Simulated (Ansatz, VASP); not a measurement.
## Cross-check of WC (Qusongite) between VASP and Ansatz

Wanted: the spread between two codes on one cell, functional and k mesh. The cell is taken from a series of runs on this material, whose earlier steps may have relaxed, scaled, displaced or heated it; both programs get it as it stands.

Method: plane waves, with VASP 6.6.1 beside it; zone-centre phonons at LDA, in Ansatz 0.2.0.

## Step 1: The structure

The structure is hexagonal, space group P-6m2 (No. 187). Conventional cell: a = 2.873 Å, b = 2.873 Å, c = 2.869 Å, α = 90.00°, β = 90.00°, γ = 120.00°. Nearest to C lie 6 W at 2.19 Å. Nearest to W lie 6 C at 2.19 Å. Farther neighbours are not listed.

Coordinates:

```cif
data_structure
_symmetry_space_group_name_H-M 'P 1'
_symmetry_Int_Tables_number 1
_cell_length_a 2.8733
_cell_length_b 2.8733
_cell_length_c 2.8691
_cell_angle_alpha 90.000
_cell_angle_beta 90.000
_cell_angle_gamma 120.000
_cell_volume 20.51
loop_
_atom_site_label
_atom_site_type_symbol
_atom_site_fract_x
_atom_site_fract_y
_atom_site_fract_z
_atom_site_occupancy
C1 C 0.66667 0.33333 0.50000 1
W2 W 0.00000 0.00000 0.00000 1
```

## Step 2: VASP: zone-centre phonons, LDA

Second derivatives magnify differences that forces hide, and they need a tight electronic threshold.

Lines of VASP's logs that name or quote its potential files are left out, and so is its time.

INCAR reads:

```
SYSTEM = WC
PREC = Accurate
ENCUT = 600
EDIFF = 1E-08
NELM = 120
ISMEAR = 1
SIGMA = 0.2
LREAL = .FALSE.
ALGO = Normal
GGA = CA
NBANDS = 11
LASPH = .TRUE.
LORBIT = 11
LWAVE = .FALSE.
LCHARG = .FALSE.
ISIF = 2
IBRION = 8
GGA_COMPAT = .FALSE.
KPAR = 2
```

POSCAR reads:

```
WC
1.0
    2.8733240231      0.0000000000      0.0000000000
   -1.4366620116      2.4883715973      0.0000000000
    0.0000000000      0.0000000000      2.8690897086
C W
1 1
Direct
    0.6666666673      0.3333333327      0.5000000000
    0.9999999993      0.0000000007      0.0000000000
```

KPOINTS reads:

```
Automatic mesh
0
Gamma
18 18 16
0 0 0
```

PAW data sets: C and W (LDA family, release 64).

The run is started by

```
mpirun -np 2 vasp_std
```

Numbers of over 12 decimals in the logs are rounded to 6 here.

Log:

```text
[banner, memory and clock lines left out]
running    2 mpi-ranks, on    1 nodes
 distrk:  each k-point on    1 cores,    2 groups
 distr:  one band on    1 cores,    1 groups

 POSCAR found type information on POSCAR C W
 POSCAR found :  2 types and       2 ions
 LDA part: xc-table for (Slater(with rela. corr.)+CA(PZ))
 , standard interpolation
 POSCAR, INCAR and KPOINTS ok, starting setup
 FFT: planning ... GRIDC
 FFT: planning ... GRID_SOFT
 FFT: planning ... GRID
 WAVECAR not read
 entering main loop
       N       E                     dE             d eps       ncg     rms          rms(c)
DAV:   1     0.229048733648E+02    0.22905E+02   -0.55181E+03  7326   0.926E+02
DAV:   2    -0.260747383236E+02   -0.48980E+02   -0.46899E+02  8669   0.201E+02
DAV:   3    -0.279302865563E+02   -0.18555E+01   -0.18373E+01  9040   0.333E+01
DAV:   4    -0.279397844219E+02   -0.94979E-02   -0.94958E-02  7970   0.280E+00
DAV:   5    -0.279398152089E+02   -0.30787E-04   -0.30786E-04  8839   0.164E-01    0.341E+01
DAV:   6    -0.249416987536E+02    0.29981E+01   -0.14485E+01  8439   0.225E+01    0.106E+01
DAV:   7    -0.248427276227E+02    0.98971E-01   -0.76878E-01  7482   0.692E+00    0.832E+00
DAV:   8    -0.247952866863E+02    0.47441E-01   -0.11678E-01  8029   0.262E+00    0.236E+00
DAV:   9    -0.247894302193E+02    0.58565E-02   -0.13797E-02  7920   0.769E-01    0.121E-01
DAV:  10    -0.247892960525E+02    0.13417E-03   -0.65228E-04  8384   0.219E-01    0.119E-01
DAV:  11    -0.247892875665E+02    0.84860E-05   -0.45793E-05  8394   0.474E-02    0.692E-03
DAV:  12    -0.247892871476E+02    0.41886E-06   -0.25520E-06  8247   0.109E-02    0.730E-03
DAV:  13    -0.247892871269E+02    0.20682E-07   -0.18275E-07  8370   0.399E-03    0.594E-04
DAV:  14    -0.247892871271E+02   -0.21225E-09   -0.67018E-09  4362   0.628E-04
   1 F= -.24789287E+02 E0= -.24789454E+02  d E =0.500876E-03
 Linear response reoptimize wavefunctions to high precision
DAV:   1    -0.247892871274E+02   -0.28729E-09   -0.15197E-09  5331   0.378E-04
DAV:   2    -0.247892871274E+02   -0.15007E-10   -0.11578E-10  3840   0.127E-04
 Linear response DOF=           4
 Linear response progress:
  Degree of freedom:   1/  4
       N       E                     dE             d eps       ncg     rms          rms(c)
RMM:   1    -0.119502383523E+00   -0.11950E+00    0.16781E-02 73157   0.206E+00
RMM:   2    -0.114964072122E+00    0.45383E-02   -0.24152E-03 50455   0.432E-01    0.208E-01
RMM:   3    -0.115229032423E+00   -0.26496E-03   -0.47301E-04 47808   0.145E-01    0.109E-01
RMM:   4    -0.116017796668E+00   -0.78876E-03   -0.33190E-04 47954   0.116E-01    0.242E-02
RMM:   5    -0.115989993116E+00    0.27804E-04   -0.25754E-06 52495   0.182E-02    0.980E-04
RMM:   6    -0.116001035760E+00   -0.11043E-04    0.13903E-06 53370   0.204E-03    0.452E-04
RMM:   7    -0.115998272536E+00    0.27632E-05    0.48762E-08 54935   0.336E-04    0.700E-05
RMM:   8    -0.115998437626E+00   -0.16509E-06    0.18350E-08 53864   0.665E-05    0.302E-05
RMM:   9    -0.115998345748E+00    0.91877E-07    0.35211E-09 56453   0.182E-05    0.463E-06
RMM:  10    -0.115998328734E+00    0.17015E-07   -0.39756E-09 52356   0.461E-06    0.119E-06
RMM:  11    -0.115998327175E+00    0.15591E-08   -0.14628E-09 38035   0.232E-06    0.480E-07
 first order change of Fermi-energy   0.47301E-05
 force on displaced ion       1 direction 1 : -15.638   0.002   0.000
 Linear response progress:
  Degree of freedom:   2/  4
       N       E                     dE             d eps       ncg     rms          rms(c)
RMM:   1    -0.124297650449E+00   -0.12430E+00    0.38205E-02 25934   0.217E+00
RMM:   2    -0.120766616192E+00    0.35310E-02   -0.25828E-03 17892   0.469E-01    0.199E-01
RMM:   3    -0.120779860601E+00   -0.13244E-04   -0.94919E-04 16918   0.198E-01    0.949E-02
RMM:   4    -0.121663855099E+00   -0.88399E-03   -0.61405E-04 17439   0.145E-01    0.223E-02
RMM:   5    -0.121662811285E+00    0.10438E-05   -0.11190E-05 18360   0.230E-02    0.313E-03
RMM:   6    -0.121690325178E+00   -0.27514E-04   -0.56063E-07 18270   0.523E-03    0.582E-04
RMM:   7    -0.121690400630E+00   -0.75453E-07   -0.41804E-08 19230   0.696E-04    0.239E-04
RMM:   8    -0.121689451460E+00    0.94917E-06    0.21829E-08 18882   0.122E-04    0.331E-05
RMM:   9    -0.121689373539E+00    0.77921E-07    0.65996E-09 19444   0.362E-05    0.108E-05
RMM:  10    -0.121689339503E+00    0.34036E-07    0.24839E-10 19323   0.120E-05    0.659E-07
RMM:  11    -0.121689339565E+00   -0.61921E-10    0.21931E-09 16151   0.264E-06    0.365E-07
 first order change of Fermi-energy   0.34549E-03
 force on displaced ion       1 direction 3 :  -0.000   0.000 -13.338
 Linear response progress:
  Degree of freedom:   3/  4
       N       E                     dE             d eps       ncg     rms          rms(c)
RMM:   1    -0.110294217199E+00   -0.11029E+00   -0.85611E-02 64122   0.187E+00
RMM:   2    -0.107522116154E+00    0.27721E-02   -0.17859E-03 49586   0.321E-01    0.201E-01
RMM:   3    -0.106603869944E+00    0.91825E-03   -0.40526E-04 51744   0.112E-01    0.117E-01
RMM:   4    -0.106193478774E+00    0.41039E-03   -0.57174E-04 51824   0.137E-01    0.180E-02
RMM:   5    -0.106210331280E+00   -0.16853E-04    0.14805E-05 53818   0.146E-02    0.339E-03
RMM:   6    -0.106216147268E+00   -0.58160E-05   -0.66167E-07 53987   0.157E-03    0.111E-03
RMM:   7    -0.106217107170E+00   -0.95990E-06   -0.23325E-07 55373   0.675E-04    0.137E-04
RMM:   8    -0.106216461708E+00    0.64546E-06   -0.11088E-07 54384   0.141E-04    0.162E-05
RMM:   9    -0.106216430702E+00    0.31006E-07    0.37044E-08 57356   0.290E-05    0.490E-06
RMM:  10    -0.106216429973E+00    0.72924E-09    0.68080E-10 56230   0.737E-06    0.303E-06
 first order change of Fermi-energy  -0.63523E-04
 force on displaced ion       2 direction 1 : -15.639   0.002   0.000
 Linear response progress:
  Degree of freedom:   4/  4
       N       E                     dE             d eps       ncg     rms          rms(c)
RMM:   1    -0.116811033877E+00   -0.11681E+00   -0.96005E-02 23544   0.192E+00
RMM:   2    -0.112774700583E+00    0.40363E-02   -0.23295E-03 17511   0.387E-01    0.173E-01
RMM:   3    -0.112210772945E+00    0.56393E-03   -0.20743E-04 18258   0.100E-01    0.954E-02
RMM:   4    -0.112179352814E+00    0.31420E-04   -0.32092E-04 18109   0.120E-01    0.130E-02
RMM:   5    -0.112198609577E+00   -0.19257E-04   -0.41453E-06 19047   0.139E-02    0.426E-03
RMM:   6    -0.112211155599E+00   -0.12546E-04   -0.65327E-09 19074   0.161E-03    0.132E-03
RMM:   7    -0.112214192627E+00   -0.30370E-05    0.26065E-08 19216   0.690E-04    0.232E-04
RMM:   8    -0.112214188854E+00    0.37728E-08    0.71633E-08 19405   0.117E-04    0.918E-05
 first order change of Fermi-energy  -0.66605E-03
 force on displaced ion       2 direction 3 :   0.000   0.000 -13.341
 Linear response finished
```

Parts of OUTCAR (step 2):

```text
ion  position               nearest neighbor table
   1  0.667  0.333  0.500-   2 2.19   2 2.19   2 2.19   2 2.19   2 2.19   2 2.19
   2  1.000  0.000  0.000-   1 2.19   1 2.19   1 2.19   1 2.19   1 2.19   1 2.19

  LATTYP: Found a hexagonal cell.
 ALAT       =     2.8733240231
 C/A-ratio  =     0.9985263359

 Subroutine GETGRP returns: Found 12 space group operations
 (whereof 12 operations were pure point group operations)

The static configuration has the point symmetry D_3h.

 Found    333 irreducible k-points:

   k-points           NKPTS =    333   k-points in BZ     NKDIM =    333   number of bands    NBANDS=     11

   dimension x,y,z NGX =    24 NGY =   24 NGZ =   24
   dimension x,y,z NGXF=    48 NGYF=   48 NGZF=   48

   ENCUT  =  600.0 eV  44.10 Ry    6.64 a.u.   5.74  5.74  5.73*2*pi/ulx,y,z

   NELECT =      10.0000    total number of electrons

 k-points in reciprocal lattice and weights: Automatic mesh
   0.00000000  0.00000000  0.00000000       0.000
   0.05555556 -0.00000000  0.00000000       0.001
   0.11111111 -0.00000000  0.00000000       0.001
   0.16666667 -0.00000000  0.00000000       0.001
   0.22222222  0.00000000  0.00000000       0.001
   0.27777778  0.00000000  0.00000000       0.001
   0.33333333  0.00000000  0.00000000       0.001
   0.38888889  0.00000000  0.00000000       0.001
   0.44444444  0.00000000  0.00000000       0.001
[...]
0.33333333  0.27777778  0.50000000       0.002
   0.33333333  0.33333333  0.50000000       0.000

 average (electrostatic) potential at core
       1 -50.1001       2 -37.4172

  Total        0.0127729      0.0127729     -2.2042177     -0.0000000      0.0000000     -0.0000000
  in kB        0.9975995      0.9975995   -172.1555826     -0.0000000      0.0000000     -0.0000000
  external PRESSURE =     -56.7201279 kB  Pullay stress =       0.0000000 kB

  energy-cutoff  :      600.00
  volume of cell :       20.51
      direct lattice vectors                 reciprocal lattice vectors
     2.873324023  0.000000000  0.000000000     0.348028970  0.200934619  0.000000000
    -1.436662012  2.488371597  0.000000000     0.000000000  0.401869239  0.000000000
     0.000000000  0.000000000  2.869089709     0.000000000  0.000000000  0.348542605

 POSITION                                       TOTAL-FORCE (eV/Angst)
 -----------------------------------------------------------------------------------
      1.43666      0.82946      1.43454        -0.000000      0.000000      0.000000
      2.87332      0.00000      0.00000         0.000000      0.000000      0.000000
 -----------------------------------------------------------------------------------
    total drift:                               -0.000001      0.000000      0.000000

 Eigenvectors and eigenvalues of the dynamical matrix
 ----------------------------------------------------

   1 f  =   18.411706 THz   115.684158 2PiTHz  614.148389 cm-1    76.144661 meV
             X         Y         Z           dx          dy          dz
      1.436662  0.829457  1.434545     0.741509   -0.623568    0.000000
      2.873324  0.000000  0.000000    -0.189532    0.159386    0.000000

   2 f  =   18.411706 THz   115.684158 2PiTHz  614.148389 cm-1    76.144661 meV
             X         Y         Z           dx          dy          dz
      1.436662  0.829457  1.434545    -0.623568   -0.741509   -0.000000
      2.873324  0.000000  0.000000     0.159386    0.189532    0.000000

   3 f  =   17.004051 THz   106.839603 2PiTHz  567.194089 cm-1    70.323073 meV
             X         Y         Z           dx          dy          dz
      1.436662  0.829457  1.434545     0.000000   -0.000000   -0.968846
      2.873324  0.000000  0.000000    -0.000000    0.000000    0.247662

   4 f/i=    0.000094 THz     0.000588 2PiTHz    0.003120 cm-1     0.000387 meV
             X         Y         Z           dx          dy          dz
      1.436662  0.829457  1.434545    -0.242919    0.048133    0.000000
      2.873324  0.000000  0.000000    -0.950375    0.188310    0.000000

   5 f/i=    0.000094 THz     0.000588 2PiTHz    0.003120 cm-1     0.000387 meV
             X         Y         Z           dx          dy          dz
      1.436662  0.829457  1.434545     0.048133    0.242919   -0.000000
      2.873324  0.000000  0.000000     0.188310    0.950375    0.000000

   6 f/i=    0.000439 THz     0.002761 2PiTHz    0.014656 cm-1     0.001817 meV
             X         Y         Z           dx          dy          dz
      1.436662  0.829457  1.434545     0.000000   -0.000000   -0.247662
      2.873324  0.000000  0.000000    -0.000000    0.000000   -0.968846

 ELASTIC MODULI CONTR FROM IONIC RELAXATION (kBar)
 Direction    XX          YY          ZZ          XY          YZ          ZX
 --------------------------------------------------------------------------------
 XX        -125.9546    125.9546     -0.0000      0.0000      0.0000     -0.0000
 YY         125.9546   -125.9546      0.0000      0.0000     -0.0000      0.0000
 ZZ          -0.0000      0.0000     -0.0000     -0.0000     -0.0000     -0.0000
 XY           0.0000      0.0000     -0.0000   -125.9546      0.0000     -0.0000
 YZ           0.0000     -0.0000     -0.0000      0.0000     -0.0000     -0.0000
 ZX          -0.0000      0.0000     -0.0000     -0.0000     -0.0000     -0.0000
 --------------------------------------------------------------------------------
```

Energies printed during the response cycles are not total energies of the cell. The data set W keeps the semicore shell frozen, which is cheaper and a little less accurate.

(Continued in part 2 of 2.)

[Lines on the potential files, build, host, timing and source positions are cut from VASP's logs without a mark.]

[Logs are printed without paths, hosts, clocks, repeated set-up lines and the standing remarks that a program may print on its own settings, such as how far it seeks lower states.]

[Hosts, paths, dates, database ids (printed as entryN), source tags and the programs' standing remarks are cut or masked in the printed files.]
